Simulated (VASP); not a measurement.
Level of theory: PBE GGA, VASP's PBE PAW potentials (set 64) (plane waves; VASP).

VASP input:

KPOINTS:
```
Automatic mesh
0
Gamma
14 14 14
0 0 0
```

INCAR:
```
! general
SYSTEM   =  WSi
PREC     =  Accurate
ENCUT    =  400
LREAL    =  .False.
LASPH    =  .True.

! electronic loop
EDIFF    =  1E-7
NELM     =  100
ALGO     =  Normal
LMAXMIX  =  6

! smearing
ISMEAR   =  -5

! functional
GGA      =  PE

! ions
ISIF     =  2

! output
LWAVE    =  .False.
LCHARG   =  .True.
LORBIT   =  11
NEDOS    =  601
```

POSCAR:
```
WSi
1.0
  0.0000000000   2.5128449499   2.5128449499
  2.5128449499   0.0000000000   2.5128449499
  2.5128449499   2.5128449499   0.0000000000
W Si
1 1
direct
  0.0000000000   0.0000000000   0.0000000000
  0.5000000000   0.5000000000   0.5000000000
```

POTCAR, in this order: W_sv Si (PBE.64 set). Program: vasp_std.

Output of the run:

### OUTCAR
```
 ion  position               nearest neighbor table
   1  0.000  0.000  0.000-   2 2.51   2 2.51   2 2.51   2 2.51   2 2.51   2 2.51
   2  0.500  0.500  0.500-   1 2.51   1 2.51   1 2.51   1 2.51   1 2.51   1 2.51
  LATTYP: Found a face centered cubic cell.
 ALAT       =     5.0256898998
 Subroutine PRICEL returns:
 Original cell was already a primitive cell.
 Subroutine GETGRP returns: Found 48 space group operations
The static configuration has the point symmetry O_h .
The dynamic configuration has the point symmetry O_h .
 Subroutine INISYM returns: Found 48 space group operations
 Subroutine IBZKPT returns following result:
 Found    104 irreducible k-points:

 Following reciprocal coordinates:
            Coordinates               Weight
  0.000000  0.000000  0.000000      1.000000
  0.071429  0.000000  0.000000      8.000000
  0.142857  0.000000  0.000000      8.000000
  0.214286  0.000000  0.000000      8.000000
  0.285714  0.000000  0.000000      8.000000
  0.357143  0.000000  0.000000      8.000000
  0.428571  0.000000  0.000000      8.000000
  0.500000  0.000000  0.000000      4.000000
  0.071429  0.071429  0.000000      6.000000
...
```

OSZICAR:
```
       N       E                     dE             d eps       ncg     rms          rms(c)
DAV:   1     0.891327454493E+02    0.89133E+02   -0.81718E+03  2704   0.120E+03
DAV:   2    -0.156575043909E+02   -0.10479E+03   -0.10233E+03  3159   0.309E+02
DAV:   3    -0.184216503258E+02   -0.27641E+01   -0.26533E+01  3282   0.456E+01
DAV:   4    -0.184493476132E+02   -0.27697E-01   -0.27509E-01  2944   0.498E+00
DAV:   5    -0.184496596257E+02   -0.31201E-03   -0.31106E-03  3164   0.567E-01    0.206E+01
DAV:   6    -0.172453822703E+02    0.12043E+01   -0.46098E+00  3004   0.181E+01    0.542E+00
DAV:   7    -0.172294451926E+02    0.15937E-01   -0.61752E-02  3009   0.219E+00    0.288E+00
DAV:   8    -0.172215008269E+02    0.79444E-02   -0.99486E-03  3124   0.825E-01    0.365E-01
DAV:   9    -0.172214243816E+02    0.76445E-04   -0.21318E-04  2954   0.118E-01    0.140E-01
DAV:  10    -0.172214379565E+02   -0.13575E-04   -0.37161E-05  3014   0.662E-02    0.105E-02
DAV:  11    -0.172214387782E+02   -0.82171E-06   -0.16845E-06  3154   0.156E-02    0.315E-03
DAV:  12    -0.172214377816E+02    0.99661E-06   -0.91083E-08  1732   0.338E-03    0.953E-04
DAV:  13    -0.172214377320E+02    0.49571E-07   -0.80844E-09  1457   0.933E-04
   1 F= -.17221438E+02 E0= -.17221438E+02  d E =0.000000E+00
```

OUTCAR:
```
------------------------ aborting loop because EDIFF is reached ----------------------------------------
  FORCE on cell =-STRESS in cart. coord.  units (eV):
  Direction    XX          YY          ZZ          XY          YZ          ZX
  --------------------------------------------------------------------------------------
  Total       -0.0039798     -0.0039798     -0.0039798      0.0000000     -0.0000000      0.0000000
  in kB       -0.2009313     -0.2009313     -0.2009313      0.0000000     -0.0000000      0.0000000
  external PRESSURE =      -0.2009313 kB  Pullay stress =       0.0000000 kB
  volume of cell :       31.73
      direct lattice vectors                 reciprocal lattice vectors
     0.000000000  2.512844950  2.512844950    -0.198977657  0.198977657  0.198977657
     2.512844950  0.000000000  2.512844950     0.198977657 -0.198977657  0.198977657
     2.512844950  2.512844950  0.000000000     0.198977657  0.198977657 -0.198977657
 POSITION                                       TOTAL-FORCE (eV/Angst)
 -----------------------------------------------------------------------------------
      0.00000      0.00000      0.00000         0.000000      0.000000     -0.000000
      2.51284      2.51284      2.51284        -0.000000     -0.000000      0.000000
 -----------------------------------------------------------------------------------
    total drift:                                0.000000     -0.000000     -0.000000
  FREE ENERGIE OF THE ION-ELECTRON SYSTEM (eV)
  ---------------------------------------------------
  free  energy   TOTEN  =       -17.2214377320 eV

  energy  without entropy=      -17.2214377320  energy(sigma->0) =      -17.22143773

 total charge

# of ion       s       p       d       tot
------------------------------------------
    1        2.323   6.218   3.474  12.015
    2        0.766   0.982   0.000   1.748
--------------------------------------------------
tot          3.089   7.201   3.474  13.763
```
(Selected blocks of OUTCAR.)

For a metal the tetrahedron method with Blöchl corrections gives inexact stress and forces.

The structure was generated: WSi was put into the rock salt type (Fm-3m), which need not be its known phase. It was relaxed first, which changed the volume by -38 %.
